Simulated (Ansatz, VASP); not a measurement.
# Cross-check of H4C (CH4 molecule) between VASP and Ansatz

Aim: how closely do two programs agree when they are given the same cell, functional and k mesh? The structure shown is the start of the Ansatz relaxation below; VASP solves that cell, so the two are compared at the walk's first step.

Calculated with Ansatz 0.2.0; plane waves, with VASP 6.6.1 beside it; single point at HSE06.

**1. Starting point**

The cell holds 5 atoms: 1 C and 4 H. Its edges and angles: a = 11.000 Å, b = 11.500 Å, c = 12.000 Å, α = 90.0°, β = 90.0°, γ = 90.0°. Vacuum lies along a, b and c.

**2. Ansatz: relaxation, HSE06**

Ansatz runs on its PAW soft_1 files.

The two programs are compared at the cell with which this relaxation starts, whose forces are those of its first step.

input.yaml

```yaml
crystal:
  lattice:
    - [11.0, 0.0, 0.0]
    - [0.0, 11.5, 0.0]
    - [0.0, 0.0, 12.0]
  atoms:
    - { symbol: C, position: [0.5, 0.5, 0.5] }
    - { symbol: H, position: [0.557193, 0.554706, 0.552426] }
    - { symbol: H, position: [0.442807, 0.445294, 0.552426] }
    - { symbol: H, position: [0.557193, 0.445294, 0.447573] }
    - { symbol: H, position: [0.442807, 0.554706, 0.447573] }
basis:
  ecutwfc: 420
  xc_grid: 2
hamiltonian:
  xc: hse06
  pseudopotentials: { kind: paw, azcp: { folder: soft_1 } }
kpoints:
  mp_grid: { grid: [1, 1, 1] }
scf:
  occupations: { method: fixed }
  max_iter: 150
output:
  forces: true
relax:
  f_tol: 0.01
  max_steps: 60
checkpoint:
  write: "../hse06.run"
  compress: false
  write_wavefunctions: false
  write_every: 100000
```

Started as:

```
$ ansatz run input.yaml --threads 4 --pin off --max-ram 15073MiB --backend cpu --events-out ev --progress --plain --runs-dir out
```

Numbers of over 12 decimals in the logs are rounded to 6 here.

The log of the run:

```text
Warning: the atoms were moved onto the symmetric positions of the space group found under crystal.symmetry.tolerance 1.0e-5 (fractional; no operation is sought that the atoms, as they stand in a round, miss by more than twice it, and no atom is moved by as much as it), and the run uses the moved positions. Before a round's move an operation carried an atom to 9.60e-6 Å from where it should land, the largest such dist [...]
exact exchange: scf.exx.singularity resolves to wigner_seitz, which cuts the screened interaction at the faces of the exchange supercell's Wigner-Seitz cell, so that each pair interacts once, at the shortest of its separations (the periodic images that this leaves out come, for a point-like exchange hole, to about 0.002 eV on a filled level). The cut falls within the interaction's reach, and what an exchange supercel [...]
Engine: ansatz 0.2.0, x86_64-unknown-linux-gnu
Pseudopotentials: kind: paw
Pseudopotential: C, paw, valence charge 4, recommended cutoff 420 eV (normal), soft_1/C.paw.azcp
Pseudopotential: H, paw, valence charge 1, recommended cutoff 420 eV (normal), soft_1/H.paw.azcp
Functional definition: HSE06
  parameter a = 0.25
  parameter omega = 0.11/bohr
  exchange = pbe_x - a*pbe_x_sr(omega) + a*exact_x_sr(omega)
  correlation = pbe_c
davidson cushion auto → on  (no smearing: the cushion is to keep the highest requested band from converging to the state above it; pin scf.eigensolver.cushion to override)
Crystal: 5 atoms, lattice volume = 1518.000 Å³
Basis set: ecut = 420 eV, 29699 PW (Γ), exchange–correlation on 150×160×162 points (8 copies of the dense FFT grid, shifted against one another)
Bands: 9, of which v1, the nominal top of the filled ones, is band 4 counted from 1 (3 counted from 0)
Symmetry: 4 space group operations
Space group: P222 (ITA 16), of the structure as read, at distance tolerance 1.1e-4 Å
k-points: 1
Non-local potential: C, projectors of the file, l = 0: 2, l = 1: 2, l = 2: 1
Non-local potential: H, projectors of the file, l = 0: 2, l = 1: 1
PAW form: soft (Blöchl's): semilocal exchange-correlation on the pseudo side does not see the compensation charge
PAW frozen core: C, regenerated for the run's functional, and the local potential with it (the file was generated under x = pbe(κ = 0.804, μ = 0.219515), c = pbe(β = 0.066725))
PAW one-centre angular grid: C, 110 points (default); XC on 64 Gauss nodes
PAW one-centre angular grid: H, 110 points (default); XC on 64 Gauss nodes
Initial density: superposition of atomic densities (neutral atoms: chi_scale 0, normalization atom)
Initial wavefunctions: pseudopotential atomic-orbital guess
Functional: x = pbe(κ = 0.804, μ = 0.219515), c = pbe(β = 0.066725), warm-up for x = pbe(κ = 0.804, μ = 0.219515) + 0.25 (exact − pbe) at short range (hse, ω = 0.207870 Å⁻¹), c = pbe(β = 0.066725); HSE06 as pw.x's `hse` composes it (authors' and Libxc's form: `xc: wpbeh`)
SCF iter   1: F=—  HF=-319.185634 eV  |F-HF|=—  |Δ(HF+E_count)|=         —  Δρ=2.17e-2  dr2=9.50e0  ethr=1.00e-1  ⟨swp⟩=5.0  Hψ=41  notcnv=0
preconditioner: auto → none  [insulator: Δε(μ)=13.078 eV  Ē_g=14.395 eV  n_scr=30 (ndim 8)  ℏωp=2.3 eV  f_vac=0.884]
SCF iter   2: F=—  HF=-316.013032 eV  |F-HF|=—  |Δ(HF+E_count)|=    3.17e0  Δρ=1.02e-2  dr2=8.72e-1  ethr=1.00e-1  ⟨swp⟩=6.0  Hψ=39  notcnv=0
[...]
SCF iter   7: F=—  HF=-315.709895 eV  |F-HF|=—  |Δ(HF+E_count)|=   1.01e-4  Δρ=4.21e-5  dr2=1.84e-5  ethr=3.76e-6  ⟨swp⟩=4.0  Hψ=32  notcnv=0  defer=4
SCF iter   8: F=—  HF=-315.709892 eV  |F-HF|=—  |Δ(HF+E_count)|=   3.56e-6  Δρ=3.55e-6  dr2=1.18e-7  ethr=2.05e-7  ⟨swp⟩=5.0  Hψ=40  notcnv=0  defer=4
SCF iter   9: F=-315.709892 eV  HF=-315.709892 eV  |F-HF|=1.40e-8  |Δ(HF+E_count)|=   6.49e-9  Δρ=2.20e-6  dr2=4.33e-8  ethr=1.32e-9  ⟨swp⟩=5.0  Hψ=37  notcnv=0  defer=4
SCF 1 converged in 9 iterations: F = -315.709892 eV  dr2 = 4.33e-8
  greatest PAW one-centre occupation: 0.659 electrons in one spin orbital (limit 2), on the C atom at site 0 (counted from 0), in its partial waves of l = 0
Initial density: handed on by an earlier stage of this run
Initial wavefunctions: those handed on with the density
Functional: x = pbe(κ = 0.804, μ = 0.219515) + 0.25 (exact − pbe) at short range (hse, ω = 0.207870 Å⁻¹), c = pbe(β = 0.066725); HSE06 as pw.x's `hse` composes it (authors' and Libxc's form: `xc: wpbeh`)
Exchange kernel: α = 0.2500, screened, ω = 0.2079 Å⁻¹, Wigner–Seitz truncation, v(0) = 963.9577 eV·Å³, q-mesh 1×1×1, nearest image of the exchange supercell L = 11.00 Å, pair-density grid 50×54×60, without the augmentation charges, whose exchange is taken in its separable form (sized by the pseudopotential files, 75×80×81 at the most)
Frozen-core exchange: fock
iter 1 solved again at ethr=2.27e-5 eV; its pass at ethr=1.00e-1 eV (dr2=2.03e-3 eV) is discarded
SCF iter   1: F=—  HF=-315.911573 eV  |F-HF|=—  |Δ(HF+E_count)|=         —  Δρ=5.94e-4  dr2=2.63e-3  ethr=2.27e-5  ⟨swp⟩=12.0  Hψ=81  notcnv=0
preconditioner: auto → none  [insulator: Δε(μ)=10.160 eV  Ē_g=13.223 eV  n_scr=30 (ndim 8)  ℏωp=2.7 eV  f_vac=0.923]
SCF iter   2: F=—  HF=-315.910643 eV  |F-HF|=—  |Δ(HF+E_count)|=   9.30e-4  Δρ=2.39e-4  dr2=4.74e-4  ethr=2.27e-5  ⟨swp⟩=2.0  Hψ=22  notcnv=0
[...]
SCF iter   3: F=—  HF=-315.911607 eV  |F-HF|=—  |Δ(HF+E_count)|=   6.12e-9  Δρ=4.12e-7  dr2=9.83e-9  ethr=2.61e-10  ⟨swp⟩=6.0  Hψ=35  notcnv=0
SCF iter   4: F=-315.911607 eV  HF=-315.911607 eV  |F-HF|=7.37e-9  |Δ(HF+E_count)|=   9.47e-8  Δρ=9.01e-7  dr2=1.07e-8  ethr=1.29e-11  ⟨swp⟩=6.0  Hψ=48  notcnv=0  defer=4
SCF 3 converged in 4 iterations: F = -315.911607 eV  dr2 = 1.07e-8
  Residual-converged pass: ⟨swp⟩=3.0  Hψ=20  notcnv=0  max |occ|·‖R‖ = 6.2e-7 eV (tolerance 1.4e-6 eV)  dr2=1.09e-8  dr2_onsite=1.73e-10  max |Δocc| = 0.0e0
hybrid outer 2: dexx = +1.211e-7 eV, tail = 2.18e-8 eV, Δε = 4.03e-4 eV (about 4.50e-5 eV left of the loop's levels), ΔF = 7.50e-4 eV/Å (tail 3.37e-4)
relax step   1: F+E_penalty+E_count = -315.91160746 eV  Δ(F+E_penalty+E_count) = +0.000e0 eV  max|allowed force component| = 2.779e-2 eV/Å  Δτ_max = 0.0000 Å  (17 SCF iters, accepted)
Exchange kernel: α = 0.2500, screened, ω = 0.2079 Å⁻¹, Wigner–Seitz truncation, v(0) = 963.9577 eV·Å³, q-mesh 1×1×1, nearest image of the exchange supercell L = 11.00 Å, pair-density grid 50×54×60, without the augmentation charges, whose exchange is taken in its separable form (sized by the pseudopotential files, 75×80×81 at the most)
Frozen-core exchange: fock
iter 1 solved again at ethr=3.20e-7 eV; its pass at ethr=1.00e-1 eV (dr2=2.56e-5 eV) is discarded
SCF iter   1: F=—  HF=-315.911728 eV  |F-HF|=—  |Δ(HF+E_count)|=         —  Δρ=5.64e-5  dr2=4.84e-5  ethr=3.20e-7  ⟨swp⟩=11.0  Hψ=75  notcnv=0
preconditioner: auto → none  [insulator: Δε(μ)=10.154 eV  Ē_g=13.210 eV  n_scr=30 (ndim 8)  ℏωp=2.7 eV  f_vac=0.926]
iter 2 solved again at ethr=1.69e-8 eV; its pass at ethr=3.20e-7 eV (dr2=1.35e-6 eV) is discarded
SCF iter   2: F=—  HF=-315.911716 eV  |F-HF|=—  |Δ(HF+E_count)|=   1.26e-5  Δρ=1.37e-5  dr2=2.87e-6  ethr=1.69e-8  ⟨swp⟩=3.0  Hψ=66  notcnv=0  defer=4
SCF iter   3: F=—  HF=-315.911733 eV  |F-HF|=—  |Δ(HF+E_count)|=   1.75e-5  Δρ=1.61e-5  dr2=3.46e-6  ethr=1.69e-8  ⟨swp⟩=6.0  Hψ=48  notcnv=0  defer=4
SCF iter   4: F=-315.911733 eV  HF=-315.911733 eV  |F-HF|=1.36e-7  |Δ(HF+E_count)|=   5.64e-7  Δρ=2.73e-6  dr2=5.86e-8  ethr=1.69e-8  ⟨swp⟩=4.0  Hψ=36  notcnv=0  defer=5
SCF 4 converged in 4 iterations: F = -315.911733 eV  dr2 = 5.86e-8
  Residual-converged pass: ⟨swp⟩=4.0  Hψ=23  notcnv=0  max |occ|·‖R‖ = 4.4e-6 eV (tolerance 6.7e-6 eV)  dr2=6.28e-8  dr2_onsite=1.25e-9  max |Δocc| = 0.0e0
  greatest PAW one-centre occupation: 0.662 electrons in one spin orbital (limit 2), on the C atom at site 0 (counted from 0), in its partial waves of l = 0
hybrid outer 1: dexx = +1.696e-5 eV, tail = 1.29e-7 eV
Exchange kernel: α = 0.2500, screened, ω = 0.2079 Å⁻¹, Wigner–Seitz truncation, v(0) = 963.9577 eV·Å³, q-mesh 1×1×1, nearest image of the exchange supercell L = 11.00 Å, pair-density grid 50×54×60, without the augmentation charges, whose exchange is taken in its separable form (sized by the pseudopotential files, 75×80×81 at the most)
Frozen-core exchange: fock
SCF iter   1: F=—  HF=-315.911733 eV  |F-HF|=—  |Δ(HF+E_count)|=         —  Δρ=3.24e-6  dr2=6.87e-8  ethr=1.25e-8  ⟨swp⟩=8.0  Hψ=37  notcnv=0
preconditioner: auto → none  [insulator: Δε(μ)=10.151 eV  Ē_g=13.211 eV  n_scr=30 (ndim 8)  ℏωp=2.7 eV  f_vac=0.926]
SCF iter   2: F=-315.911733 eV  HF=-315.911733 eV  |F-HF|=3.20e-8  |Δ(HF+E_count)|=   6.38e-8  Δρ=1.29e-6  dr2=8.62e-9  ethr=8.44e-10  ⟨swp⟩=4.0  Hψ=34  notcnv=0  defer=5
SCF 5 converged in 2 iterations: F = -315.911733 eV  dr2 = 8.62e-9
  Residual-converged pass: ⟨swp⟩=3.0  Hψ=19  notcnv=0  max |occ|·‖R‖ = 6.3e-6 eV (tolerance 6.7e-6 eV)  dr2=7.86e-9  dr2_onsite=1.76e-10  max |Δocc| = 0.0e0
hybrid outer 2: dexx = +5.484e-9 eV, tail = 1.76e-8 eV, Δε = 1.05e-4 eV (about 9.30e-5 eV left of the loop's levels), ΔF = 4.60e-4 eV/Å (tail 2.97e-4)
relax step   2: F+E_penalty+E_count = -315.91173277 eV  Δ(F+E_penalty+E_count) = -1.253e-4 eV  max|allowed force component| = 7.455e-3 eV/Å  Δτ_max = 0.0010 Å  (6 SCF iters, accepted)
hybrid SCF converged: 2 outer / 6 inner (+0 warm-up), last move |dexx| = 5.48e-9 eV, tail = 1.76e-8 eV
Stability not checked: this state was not tested for a lower state beside it, because the functional holds exact exchange (a hybrid, or Hartree-Fock), whose exchange loop this test does not read (fock_operator; see scf.lower_state_search)
Free energy (F): -315.911733 eV
Frozen-core exchange: fock
Harris-Foulkes:  -315.911733 eV  (|F-HF|=3.20e-8)
Internal energy: -315.911733 eV  (E = F + TS)
E sigma→0 (E₀):  -315.911733 eV
Fermi energy:    -10.472902 eV
--- Per-component energies (eV) ---
  E_band       = -100.686790
  E_kinetic    = 144.128462
  E_local      = -749.916820  (includes V_loc(G=0)·N_el)
  E_nonlocal   = 25.404017
  E_hartree    = 303.172663
  E_xc         = -67.287397
  E_vxc        = -83.605908  (∫ρ·V_xc dr)
  E_exx        = -16.694443  (= α·E_x^exact, valence–valence)
  E_paw        = -102.138129  (= ΣΔE_a)
  E_vpaw       = -9.648455  (= ΣTr[D̂ρ^β])
  E_aug_tail   = -0.004435  (compensation charges beyond the density's cutoff)
  E_ewald      = 147.441574
  E_core_change = -0.017218  (= ΣΔE_core)
  E_smearing   = -0.000000  (= −TS)
  E_closure    = -0.000006  (closes the sum)
  Σ components = -315.911733   (vs F -315.911733, Δ=0.00e0)
--- Forces (eV/Å), atoms counted from 1 ---
  atom   1  C      0.00000000     0.00000000     0.00000000
  atom   2  H     -0.00743030    -0.00743794    -0.00745524
  atom   3  H      0.00743030     0.00743794    -0.00745524
  atom   4  H     -0.00743030     0.00743794     0.00745524
  atom   5  H      0.00743030    -0.00743794     0.00745524
  max |Σ_I F_I| component: 0.00e0 eV/Å
--- Band table (eV) ---
  k-point 0: bands = ["-18.9244", "-10.4731", "-10.4730", "-10.4729", "-0.3218", "0.7602", "0.8138"]
  guard bands above this table: 2 of the run's 9 bands. The solve was not asked for them (output.publish_guard_bands: true or output.eigenvalues: true publishes all)
--- Relaxed structure (2 steps of the walk, 2 accepted, 0 SCFs on fresh bases) ---
  F+E_penalty+E_count = -315.91173277 eV   max|allowed force component| = 7.455e-3 eV/Å
  atoms:
    - { symbol: C, position: [0.5, 0.5, 0.5] }
    - { symbol: H, position: [0.557140, 0.554655, 0.552377] }
    - { symbol: H, position: [0.442860, 0.445345, 0.552377] }
    - { symbol: H, position: [0.557140, 0.445345, 0.447623] }
    - { symbol: H, position: [0.442860, 0.554655, 0.447623] }
```

In the SCF lines HF is the Harris–Foulkes energy and dr2 the Hartree energy of the density residual, in eV; the loop may stop once dr2 is under the threshold and the program's other checks hold. Hψ counts applications of the Hamiltonian.

**3. VASP: single point, HSE06, start cell**

The same cell, functional and mesh now go to VASP, with its own data sets.

Lines of VASP's logs that name or quote its potential files are left out, and so is its time.

The run reads the wave functions of an earlier VASP run, which isn't shown here.

INCAR

```
SYSTEM = H4C
PREC = Accurate
ENCUT = 970
EDIFF = 1E-06
NELM = 100
ISMEAR = 0
SIGMA = 0.01
LREAL = .FALSE.
ALGO = Normal
LHFCALC = .TRUE.
AEXX = 0.25
GGA = PE
HFSCREEN = 0.208
LASPH = .TRUE.
NBANDS = 10
PRECFOCK = Fast
LORBIT = 11
LWAVE = .FALSE.
LCHARG = .FALSE.
ISIF = 2
```

POSCAR

```
H4C
1.0
   11.0000000000      0.0000000000      0.0000000000
    0.0000000000     11.5000000000      0.0000000000
    0.0000000000      0.0000000000     12.0000000000
C H
1 4
Direct
    0.5000000000      0.5000000000      0.5000000000
    0.5571930000      0.5547060000      0.5524265000
    0.4428070000      0.4452940000      0.5524265000
    0.5571930000      0.4452940000      0.4475735000
    0.4428070000      0.5547060000      0.4475735000
```

KPOINTS

```
Automatic mesh
0
Gamma
1 1 1
0 0 0
```

Potentials, in the order of the species: C_h and H_h (PBE family, release 64).

Started as:

```
$ export OMP_NUM_THREADS=4
$ mpirun -np 1 vasp_gam
```

The log of the run:

```text
[banner, memory and clock lines left out]
running    1 mpi-ranks, on    1 nodes
 distrk:  each k-point on    1 cores,    1 groups
 distr:  one band on    1 cores,    1 groups
 Offloading initialized ...    1 GPUs detected
 POSCAR found type information on POSCAR C H
 POSCAR found :  2 types and       5 ions
 LDA part: xc-table for (Slater+PW92), standard interpolation
 found WAVECAR, reading the header
 POSCAR, INCAR and KPOINTS ok, starting setup
 FFT: planning ... GRIDC
 FFT: planning ... GRID_SOFT
 FFT: planning ... GRID
 reading WAVECAR
 the WAVECAR file was read successfully
 initial charge from wavefunction
 entering main loop
       N       E                     dE             d eps       ncg     rms          rms(c)
DAV:   1    -0.273628676050E+02   -0.27363E+02   -0.16837E-01    28   0.400E+00    0.287E-01
DAV:   2    -0.273632775471E+02   -0.40994E-03   -0.10052E-03    22   0.196E-01    0.177E-01
DAV:   3    -0.273629698980E+02    0.30765E-03   -0.27298E-04    30   0.126E-01    0.994E-02
DAV:   4    -0.273628569323E+02    0.11297E-03   -0.48845E-05    20   0.582E-02    0.580E-02
DAV:   5    -0.273628124870E+02    0.44445E-04   -0.16848E-05    20   0.295E-02    0.346E-02
DAV:   6    -0.273627994292E+02    0.13058E-04   -0.79747E-06    20   0.180E-02    0.210E-02
DAV:   7    -0.273627998260E+02   -0.39683E-06   -0.30844E-06    20   0.103E-02
   1 F= -.27362800E+02 E0= -.27362800E+02  d E =-.199043E-40
```

From OUTCAR (step 3):

```text
ion  position               nearest neighbor table
   1  0.500  0.500  0.500-   2 1.09   3 1.09   4 1.09   5 1.09
   2  0.557  0.555  0.552-   1 1.09
   3  0.443  0.445  0.552-   1 1.09
   4  0.557  0.445  0.448-   1 1.09
   5  0.443  0.555  0.448-   1 1.09

  LATTYP: Found a simple orthorhombic cell.
 ALAT       =    11.0000000000
 B/A-ratio  =     1.0454545455
 C/A-ratio  =     1.0909090909

 Subroutine GETGRP returns: Found  4 space group operations
 (whereof  4 operations were pure point group operations)

The static configuration has the point symmetry D_2 .

 Found      1 irreducible k-points:

   k-points           NKPTS =      1   k-points in BZ     NKDIM =      1   number of bands    NBANDS=     10

   dimension x,y,z NGX =   112 NGY =  120 NGZ =  126
   dimension x,y,z NGXF=   224 NGYF=  240 NGZF=  252

   ENCUT  =  970.0 eV  71.29 Ry    8.44 a.u.  27.93 29.20 30.47*2*pi/ulx,y,z

   NELECT =       8.0000    total number of electrons

 k-points in reciprocal lattice and weights: Automatic mesh
   0.00000000  0.00000000  0.00000000       1.000

  exchange ACFDT corr.  =         0.00000000  see jH, gK, PRB 81, 115126

 average (electrostatic) potential at core
       1 -78.1912       2 -39.8834       3 -39.8834       4 -39.8834       5 -39.8834

 E-fermi : -10.3977

 k-point     1 :       0.0000    0.0000    0.0000
  band No.  band energies     occupation
      1     -18.9418      2.00000
      2     -10.4925      2.00000
      3     -10.4924      2.00000
      4     -10.4923      2.00000
      5      -0.4241      0.00000
      6       0.6474      0.00000
      7       0.6953      0.00000
      8       0.7763      0.00000
      9       0.8700      0.00000
    ...

  Total       -0.0825301     -0.0752539     -0.0764659      0.0000000      0.0000000      0.0000000
  in kB       -0.0871066     -0.0794269     -0.0807061      0.0000000      0.0000000      0.0000000
  external PRESSURE =      -0.0824132 kB  Pullay stress =       0.0000000 kB

  energy-cutoff  :      970.00
  volume of cell :     1518.00
      direct lattice vectors                 reciprocal lattice vectors
    11.000000000  0.000000000  0.000000000     0.090909091  0.000000000  0.000000000
     0.000000000 11.500000000  0.000000000     0.000000000  0.086956522  0.000000000
     0.000000000  0.000000000 12.000000000     0.000000000  0.000000000  0.083333333

 POSITION                                       TOTAL-FORCE (eV/Angst)
 -----------------------------------------------------------------------------------
      5.50000      5.75000      6.00000         0.000000      0.000000      0.000000
      6.12912      6.37912      6.62912        -0.020739     -0.020969     -0.020861
      4.87088      5.12088      6.62912         0.020739      0.020969     -0.020861
      6.12912      5.12088      5.37088        -0.020739      0.020969      0.020861
      4.87088      6.37912      5.37088         0.020739     -0.020969      0.020861
 -----------------------------------------------------------------------------------
    total drift:                               -0.000006      0.000001     -0.000000

  FREE ENERGIE OF THE ION-ELECTRON SYSTEM (eV)
  ---------------------------------------------------
  free  energy   TOTEN  =       -27.3627998260 eV

  energy  without entropy=      -27.3627998260  energy(sigma->0) =      -27.36279983

 total charge
# of ion       s       p       d       tot
------------------------------------------
    1        0.448   1.052   0.000   1.500
    2        0.363   0.012   0.000   0.375
    3        0.363   0.012   0.000   0.375
    4        0.363   0.012   0.000   0.375
    5        0.363   0.012   0.000   0.375
--------------------------------------------------
tot          1.899   1.099   0.000   2.998
```

The run ends at a pressure of -0.01 GPa, with forces up to 0.036 eV/Å.

**4. Differences**

Known differences besides the potentials themselves: exact exchange at q = 0 is treated differently, which shows on coarse meshes; VASP keeps PBE cores, Ansatz makes them for the functional; fixed occupations in Ansatz, narrow Gaussian smearing in VASP; the cutoff is 420 eV in Ansatz and 970 eV in VASP; VASP takes a coarser grid for exact exchange (PRECFOCK = Fast). Total energies have different zeros and are not compared.

At this near-relaxed geometry the largest component of a force difference is 7 meV/Å.

**5. Outcome**

| Property | Result |
| --- | --- |
| r.m.s. force difference (single point, HSE06, start cell) | 6.2 meV/Å |

What this shows: The r.m.s. force difference is 6.2 meV/Å (single point, HSE06, start cell), within the 12 meV/Å picked in this series as the mark of a large difference. 1 further run of this series is not shown here. How closely two codes agree says nothing of how well the functional describes the real material.

[Lines on the potential files, build, host, timing and source positions are cut from VASP's logs without a mark.]

[Logs are printed without paths, hosts, clocks, repeated set-up lines and the standing remarks that a program may print on its own settings, such as how far it seeks lower states.]

[Hosts, paths, dates, database ids (printed as entryN), source tags and the programs' standing remarks are cut or masked in the printed files.]
